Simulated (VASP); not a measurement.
# TiO2 (Rutile): what each functional gives, and what it costs, part 5 of 5

Which functional reproduces the measured band gap of TiO2 (Rutile), and what does it cost? The start is a cell from a database of measured crystal structures.

VASP 6.6.1, plane waves and PAW; the level of theory is named at each step.

So far, least gap on mesh and path (eV): step 2 (bands, level LDA) 1.77; step 4 (bands, level r2SCAN) 2.24; step 5 (bands, level TB-mBJ) 2.74; step 6 (bands, level AM05) 1.83; step 7 (bands, level TPSS) 1.98.

**11. Bands with HSE06 (run 2)**

This step: HSE06; plane waves and PAW (Ti_sv, O) (VASP 6.6.1).

The input, INCAR:

```
SYSTEM = TiO2
PREC = Accurate
ENCUT = 527
EDIFF = 1E-06
NELM = 100
ISMEAR = 0
SIGMA = 0.02
LREAL = .FALSE.
ALGO = Normal
LHFCALC = .TRUE.
AEXX = 0.25
GGA = PE
HFSCREEN = 0.2
LASPH = .TRUE.
NBANDS = 30
PRECFOCK = Fast
LORBIT = 11
LWAVE = .FALSE.
LCHARG = .FALSE.
KPAR = 4
```

The input, POSCAR:

```
TiO2
1.0
    4.5922000000      0.0000000000      0.0000000000
    0.0000000000      4.5922000000      0.0000000000
    0.0000000000      0.0000000000      2.9574000000
Ti O
2 4
Direct
    0.0000000000      0.0000000000      0.0000000000
    0.5000000000      0.5000000000      0.5000000000
    0.3049600000      0.3049600000      0.0000000000
    0.1950400000      0.8049600000      0.5000000000
    0.6950400000      0.6950400000      0.0000000000
    0.8049600000      0.1950400000      0.5000000000
```

The input, KPOINTS:

```
Automatic mesh
0
Gamma
3 3 5
0 0 0
```

The input, KPOINTS_OPT:

```
Line mode
6
Line-mode
Reciprocal
  0.00000000   0.00000000   0.00000000 GAMMA
  0.00000000   0.50000000   0.00000000 X

  0.00000000   0.50000000   0.00000000 X
  0.50000000   0.50000000   0.00000000 M

  0.50000000   0.50000000   0.00000000 M
  0.00000000   0.00000000   0.00000000 GAMMA

  0.00000000   0.00000000   0.00000000 GAMMA
  0.00000000   0.00000000   0.50000000 Z

  0.00000000   0.00000000   0.50000000 Z
  0.00000000   0.50000000   0.50000000 R

  0.00000000   0.50000000   0.50000000 R
  0.50000000   0.50000000   0.50000000 A

  0.50000000   0.50000000   0.50000000 A
  0.00000000   0.00000000   0.50000000 Z

  0.00000000   0.50000000   0.00000000 X
  0.00000000   0.50000000   0.50000000 R

  0.50000000   0.50000000   0.00000000 M
  0.50000000   0.50000000   0.50000000 A
```

The projector-augmented-wave data sets are Ti_sv and O (PBE family, release 64).

The run starts from files that an earlier step left in the folder.

Command:

```
> mpirun -np 8 vasp_std
```

Output:

```text
[banner, memory and clock lines left out]
running    8 mpi-ranks, on    1 nodes
[...]
[... a notice as in an earlier step ...]

 LDA part: xc-table for (Slater+PW92), standard interpolation
 found WAVECAR, reading the header
 POSCAR, INCAR and KPOINTS ok, starting setup
[...]
reading WAVECAR
 the WAVECAR file was read successfully
 initial charge from wavefunction
 entering main loop
       N       E                     dE             d eps       ncg     rms          rms(c)
DAV:   1    -0.666615473047E+02   -0.66662E+02   -0.28840E+00   546   0.159E+01    0.444E+00
DAV:   2    -0.663842988693E+02    0.27725E+00   -0.78970E-01   624   0.119E+01    0.141E+00
DAV:   3    -0.664147730772E+02   -0.30474E-01   -0.24185E-01   754   0.390E+00    0.111E+00
DAV:   4    -0.664041055215E+02    0.10668E-01   -0.45200E-02   692   0.212E+00    0.455E-01
[...]
DAV:  11    -0.664058258486E+02   -0.33077E-05   -0.26375E-06   540   0.111E-02    0.121E-02
DAV:  12    -0.664058273573E+02   -0.15088E-05   -0.55944E-07   330   0.840E-03    0.754E-03
DAV:  13    -0.664058281373E+02   -0.78003E-06   -0.39846E-07   324   0.559E-03
   1 F= -.66405828E+02 E0= -.66405828E+02  d E =-.382804E-13
 Start KPOINTS_OPT (optional k-point list driver)
k-point batch [1-9\54]
|                     _     ____    _    _    _____     _                     |
|                    | |   |  _ \  | |  | |  / ____|   | |                    |
|                    | |   | |_) | | |  | | | |  __    | |                    |
|                    |_|   |  _ <  | |  | | | | |_ |   |_|                    |
|                     _    | |_) | | |__| | | |__| |    _                     |
|                    (_)   |____/   \____/   \_____|   (_)                    |
|                                                                             |
|                                                                             |
|     internal error in CHECK_GEN_LAYOUT: G-vectors changed at ik:15 old:     |
|     1710 new: 1707                                                          |
|                                                                             |
|     If you are not a developer, you should not encounter this problem.      |
|     Please submit a bug report.                                             |
|                                                                             |

|                     _     ____    _    _    _____     _                     |
|                    | |   |  _ \  | |  | |  / ____|   | |                    |
|                    | |   | |_) | | |  | | | |  __    | |                    |
|                    |_|   |  _ <  | |  | | | | |_ |   |_|                    |
|                     _    | |_) | | |__| | | |__| |    _                     |
[...]
|     Please submit a bug report.                                             |
|                                                                             |

|                     _     ____    _    _    _____     _                     |
|                    | |   |  _ \  | |  | |  / ____|   | |                    |
|                    | |   | |_) | | |  | | | |  __    | |                    |
|                    |_|   |  _ <  | |  | | | | |_ |   |_|                    |
|                     _    | |_) | | |__| | | |__| |    _                     |
|                    (_)   |____/   \____/   \_____|   (_)                    |
|                                                                             |
|                                                                             |
|     internal error in CHECK_GEN_LAYOUT: G-vectors changed at ik:15 old:     |
|     1710 new: 1707                                                          |
|                                                                             |
|     If you are not a developer, you should not encounter this problem.      |
|     Please submit a bug report.                                             |
|                                                                             |

|                     _     ____    _    _    _____     _                     |
|                    | |   |  _ \  | |  | |  / ____|   | |                    |
|                    | |   | |_) | | |  | | | |  __    | |                    |
|                    |_|   |  _ <  | |  | | | | |_ |   |_|                    |
|                     _    | |_) | | |__| | | |__| |    _                     |
|                    (_)   |____/   \____/   \_____|   (_)                    |
|                                                                             |
|                                                                             |
|     internal error in CHECK_GEN_LAYOUT: G-vectors changed at ik:15 old:     |
|     1710 new: 1707                                                          |
|                                                                             |
|     If you are not a developer, you should not encounter this problem.      |
|     Please submit a bug report.                                             |
|                                                                             |

|                     _     ____    _    _    _____     _                     |
|                    | |   |  _ \  | |  | |  / ____|   | |                    |
|                    | |   | |_) | | |  | | | |  __    | |                    |
|                    |_|   |  _ <  | |  | | | | |_ |   |_|                    |
|                     _    | |_) | | |__| | | |__| |    _                     |
|                    (_)   |____/   \____/   \_____|   (_)                    |
|                                                                             |
|                                                                             |
|     internal error in CHECK_GEN_LAYOUT: G-vectors changed at ik:15 old:     |
|     1710 new: 1707                                                          |
|                                                                             |
|     If you are not a developer, you should not encounter this problem.      |
|     Please submit a bug report.                                             |
|                                                                             |

1
1
1
1
1
1
1
1
```

Wall time 6.1 min (8 MPI ranks of AMD EPYC 7R43, shared host).

The run ended with an error.

VASP's message: “internal error in CHECK_GEN_LAYOUT: G-vectors changed at ik:15 old: 1710 new: 1707”. No number of this run is used.

**12. Dielectric constant for the exchange share**

This step: PBE; plane waves and PAW (Ti_sv, O) (VASP 6.6.1).

A dielectric-dependent hybrid needs the dielectric constant, which this PBE response run is meant to supply.

The input, INCAR:

```
SYSTEM = TiO2
PREC = Accurate
ENCUT = 520
EDIFF = 1E-08
NELM = 100
ISMEAR = 0
SIGMA = 0.01
LREAL = .FALSE.
ALGO = Normal
GGA = PE
NBANDS = 30
LASPH = .TRUE.
LORBIT = 11
LWAVE = .FALSE.
LCHARG = .FALSE.
KPAR = 8
LEPSILON = .TRUE.
```

POSCAR is that of step 11.

The input, KPOINTS:

```
Automatic mesh
0
Gamma
9 9 14
0 0 0
```

Command:

```
> mpirun -np 8 vasp_std
```

Output:

```text
[banner, memory and clock lines left out]
running    8 mpi-ranks, on    1 nodes
[...]
[... a notice as in an earlier step ...]

 LDA part: xc-table for (Slater+PW92), standard interpolation
 POSCAR, INCAR and KPOINTS ok, starting setup
[...]
entering main loop
       N       E                     dE             d eps       ncg     rms          rms(c)
DAV:   1     0.670487026066E+03    0.67049E+03   -0.24793E+04  7200   0.190E+03
DAV:   2     0.393244560176E+02   -0.63116E+03   -0.59788E+03  7802   0.555E+02
DAV:   3    -0.661694556674E+02   -0.10549E+03   -0.10321E+03 10768   0.206E+02
DAV:   4    -0.709256261871E+02   -0.47562E+01   -0.47501E+01  9962   0.441E+01
[...]
DAV:  18    -0.536421474239E+02    0.10521E-07   -0.62005E-09  4092   0.699E-04    0.393E-04
DAV:  19    -0.536421474111E+02    0.12804E-07   -0.31298E-09  3834   0.639E-04    0.153E-04
DAV:  20    -0.536421474077E+02    0.34324E-08   -0.34980E-09  3810   0.422E-04
   1 F= -.53642147E+02 E0= -.53642147E+02  d E =-.256421-140
 Linear response reoptimize wavefunctions to high precision
DAV:   1    -0.536421474077E+02    0.50022E-10   -0.64788E-10  3822   0.276E-04
 Linear response G [H, r] |phi>, progress :
  Direction:   1
       N       E                     dE             d eps       ncg     rms
RMM:   1    -0.227834887243E+03   -0.22783E+03   -0.48884E+03  8112   0.110E+03
RMM:   2    -0.182235808160E+03    0.45599E+02   -0.19899E+02 13067   0.915E+01
RMM:   3    -0.189165056799E+03   -0.69292E+01   -0.47988E+01 17325   0.306E+01
RMM:   4    -0.190277994676E+03   -0.11129E+01   -0.11008E+01 18874   0.140E+01
[...]
RMM:  39    -0.190718908044E+03    0.10533E-06   -0.31806E-05 14363   0.259E-03
RMM:  40    -0.190718908195E+03   -0.15057E-06   -0.45465E-05 14219   0.251E-03
RMM:  41    -0.190718908107E+03    0.87762E-07   -0.23002E-05 14130   0.245E-03
 Linear response G [H, r] |phi>, progress :
  Direction:   2
       N       E                     dE             d eps       ncg     rms
RMM:   1    -0.231542488314E+03   -0.23154E+03   -0.48551E+03  8094   0.111E+03
RMM:   2    -0.181597577798E+03    0.49945E+02   -0.19852E+02 13170   0.901E+01
RMM:   3    -0.188442766028E+03   -0.68452E+01   -0.48345E+01 17403   0.303E+01
RMM:   4    -0.189547371638E+03   -0.11046E+01   -0.10895E+01 18865   0.136E+01
[...]
RMM:  37    -0.189982433537E+03    0.13172E-05    0.28027E-05 14334   0.280E-03
RMM:  38    -0.189982432406E+03    0.11303E-05    0.52858E-05 14289   0.271E-03
RMM:  39    -0.189982433320E+03   -0.91369E-06    0.37004E-05 14189   0.264E-03
 Linear response G [H, r] |phi>, progress :
  Direction:   3
       N       E                     dE             d eps       ncg     rms
RMM:   1    -0.150361981700E+03   -0.15036E+03   -0.40055E+03  8646   0.109E+03
RMM:   2    -0.182867252704E+03   -0.32505E+02   -0.19346E+02 13278   0.815E+01
RMM:   3    -0.190345081813E+03   -0.74778E+01   -0.52167E+01 17065   0.272E+01
RMM:   4    -0.191421758066E+03   -0.10767E+01   -0.10601E+01 17969   0.119E+01
[...]
RMM:  36    -0.191819627076E+03    0.13980E-03   -0.46383E-04 13203   0.376E-03
RMM:  37    -0.191819639505E+03   -0.12429E-04   -0.66124E-04 13175   0.364E-03
RMM:  38    -0.191819693652E+03   -0.54147E-04   -0.11283E-03 13111   0.357E-03
 Linear response to external field (no local field effect), progress :
  Direction:   1
       N       E                     dE             d eps       ncg     rms          rms(c)
RMM:   1    -0.105410835271E+01   -0.10541E+01   -0.40665E+00 11524   0.129E+01
RMM:   2    -0.116396116851E+01   -0.10985E+00   -0.16058E-01 14134   0.253E+00
RMM:   3    -0.117545609850E+01   -0.11495E-01   -0.58528E-02 16738   0.842E-01
RMM:   4    -0.117660503236E+01   -0.11489E-02   -0.12011E-02 18057   0.390E-01
[...]
RMM:  16    -0.117720161522E+01   -0.52535E-08   -0.41893E-07 13208   0.319E-04
RMM:  17    -0.117720161716E+01   -0.19399E-08    0.38247E-07 12208   0.219E-04
RMM:  18    -0.117720161864E+01   -0.14784E-08    0.37373E-08 11335   0.162E-04
 change of polarisation eV/A/(eV/A) component  1 :     2.354    -0.175    -0.467
 dielectric tensor                  component  1 :     7.831    -0.507    -1.355
 Linear response to external field (no local field effect), progress :
  Direction:   2
       N       E                     dE             d eps       ncg     rms          rms(c)
RMM:   1    -0.980598976612E+00   -0.98060E+00   -0.34693E+00 11844   0.129E+01
RMM:   2    -0.107799799567E+01   -0.97399E-01   -0.15511E-01 13853   0.249E+00
RMM:   3    -0.108932927617E+01   -0.11331E-01   -0.57215E-02 16537   0.844E-01
RMM:   4    -0.109053723176E+01   -0.12080E-02   -0.12163E-02 18080   0.386E-01
[...]
RMM:  17    -0.109112424032E+01   -0.12999E-08    0.51261E-07 12314   0.220E-04
RMM:  18    -0.109112424167E+01   -0.13490E-08   -0.38705E-07 11299   0.165E-04
RMM:  19    -0.109112424195E+01   -0.28532E-09    0.63428E-09 10698   0.135E-04
 change of polarisation eV/A/(eV/A) component  2 :    -0.175     2.182    -0.076
 dielectric tensor                  component  2 :    -0.507     7.332    -0.219
 Linear response to external field (no local field effect), progress :
  Direction:   3
       N       E                     dE             d eps       ncg     rms          rms(c)
RMM:   1    -0.122469318949E+01   -0.12247E+01   -0.46355E+00 12005   0.135E+01
RMM:   2    -0.135755248752E+01   -0.13286E+00   -0.17227E-01 13221   0.255E+00
RMM:   3    -0.137179910082E+01   -0.14247E-01   -0.72024E-02 15531   0.867E-01
RMM:   4    -0.137273755961E+01   -0.93846E-03   -0.11281E-02 16693   0.359E-01
[...]
RMM:  19    -0.137334747907E+01    0.12963E-09    0.24468E-07  8956   0.117E-04
RMM:  20    -0.137334747915E+01   -0.81449E-10    0.11647E-07  8546   0.107E-04
RMM:  21    -0.137334747901E+01    0.13587E-09    0.86467E-08  8181   0.102E-04
 change of polarisation eV/A/(eV/A) component  3 :    -0.467    -0.076     2.747
 dielectric tensor                  component  3 :    -1.355    -0.219     8.969
 Linear response to external field, progress :
  Direction:   1
       N       E                     dE             d eps       ncg     rms          rms(c)
RMM:   1    -0.101735380352E+01   -0.10174E+01   -0.37679E+00 19421   0.129E+01
```

Run time: 11 min. Hardware: 8 MPI ranks.

The run was cut off at its time limit.

More ranks or a longer limit would be the way on.

**13. Dielectric constant for the exchange share**

A dielectric-dependent hybrid needs the dielectric constant, which this PBE response run is meant to supply.

INCAR is that of step 12.

POSCAR is that of step 12.

KPOINTS is that of step 12.

Command:

```
> mpirun -np 8 vasp_std
```

Output:

```text
[... set-up lines as in an earlier step ...]
 entering main loop
       N       E                     dE             d eps       ncg     rms          rms(c)
[... 20 cycles as in an earlier step ...]
   1 F= -.53642147E+02 E0= -.53642147E+02  d E =-.256421-140
 Linear response reoptimize wavefunctions to high precision
[... 1 cycle as in an earlier step ...]
 Linear response G [H, r] |phi>, progress :
  Direction:   1
       N       E                     dE             d eps       ncg     rms
[... 41 cycles as in an earlier step ...]
 Linear response G [H, r] |phi>, progress :
  Direction:   2
       N       E                     dE             d eps       ncg     rms
[... 39 cycles as in an earlier step ...]
 Linear response G [H, r] |phi>, progress :
  Direction:   3
       N       E                     dE             d eps       ncg     rms
[... 38 cycles as in an earlier step ...]
 Linear response to external field (no local field effect), progress :
  Direction:   1
       N       E                     dE             d eps       ncg     rms          rms(c)
[... 18 cycles as in an earlier step ...]
 change of polarisation eV/A/(eV/A) component  1 :     2.354    -0.175    -0.467
 dielectric tensor                  component  1 :     7.831    -0.507    -1.355
 Linear response to external field (no local field effect), progress :
  Direction:   2
       N       E                     dE             d eps       ncg     rms          rms(c)
[... 19 cycles as in an earlier step ...]
 change of polarisation eV/A/(eV/A) component  2 :    -0.175     2.182    -0.076
 dielectric tensor                  component  2 :    -0.507     7.332    -0.219
 Linear response to external field (no local field effect), progress :
  Direction:   3
       N       E                     dE             d eps       ncg     rms          rms(c)
[... 6 cycles as in an earlier step ...]
```

Wall time 11 min (8 MPI ranks).

The run was cut off at its time limit.

More ranks or a longer limit would be the way on.

**14. The ladder as a table**

This step: ladder of functionals on one cell; plane waves and PAW (VASP 6.6.1).

No new run; the numbers come from the runs before.

A gap of 0 means none; cost is the wall time of each run, as given at its step, times its ranks, without the set-up around it. Results by level, by row:

```csv
level,gap (eV),least direct gap (eV),pressure (GPa),cost (core minutes)
LDA,1.775,1.775,-6.74,8.67
PBE,1.867,1.867,6.1,10.1
r2SCAN,2.237,2.237,1.47,30.7
TB-mBJ,2.74,2.748,-,17.3
AM05,1.829,1.829,-0.58,10.5
TPSS,1.975,1.975,5.12,34.7
```

**15. Results**

```json
{"gap, LDA": "1.77 eV", "gap, PBE": "1.87 eV", "gap, r2SCAN": "2.24 eV", "gap, TB-mBJ": "2.74 eV", "gap, AM05": "1.83 eV", "gap, TPSS": "1.98 eV"}
```

What this shows: For TiO2 (Rutile) the functional decides between a gap of 1.77 eV (LDA) and 2.74 eV (TB-mBJ), while across these levels the cost spans a factor of 4.0. No level that was run brings the gap within 0.21 eV of experiment (a bound picked here). In most such crystals zero-point and thermal motion narrow the gap, so the static value to match lies above the measured one, and levels a little over it fare better than the table shows. The levels disagree on whether the gap is direct: it is with LDA, PBE, r2SCAN, AM05 and TPSS. All levels use one geometry and one mesh, kept coarse to afford the hybrids, so no gap here is fully converged. Costs come from a shared host. Not obtained: HSE06, because the run crashed. Not obtained: the dielectric constant with PBE, because the run hit its time limit. These are single-particle gaps of a static lattice, without excitons or temperature.

Comparison with the measured values:

```
                 quantity  measured              LDA              PBE           r2SCAN           TB-mBJ             AM05             TPSS
band gap (least gap) (eV)      3.03  1.77 (-1.26 eV)  1.87 (-1.16 eV)  2.24 (-0.79 eV)  2.74 (-0.29 eV)  1.83 (-1.20 eV)  1.98 (-1.05 eV)
```

Measured values from arxiv:1612.05679 (2016).

How well it matches: For the band gap, of the levels listed nearest comes TB-mBJ (-0.29 eV, fair agreement) and farthest LDA (-1.26 eV, a clear miss). Zero-point and thermal motion shift the measured gap. No cell relaxation is part of this session.

[Lines on the potential files, build, host, timing and source positions are cut from VASP's logs without a mark.]

[Logs are printed without paths, hosts, clocks, repeated set-up lines and the standing remarks that a program may print on its own settings, such as how far it seeks lower states.]

[Hosts, paths, dates, database ids (printed as entryN), source tags and the programs' standing remarks are cut or masked in the printed files.]

[A measured line is paired with the nearest computed mode of its activity, which favours agreement.]
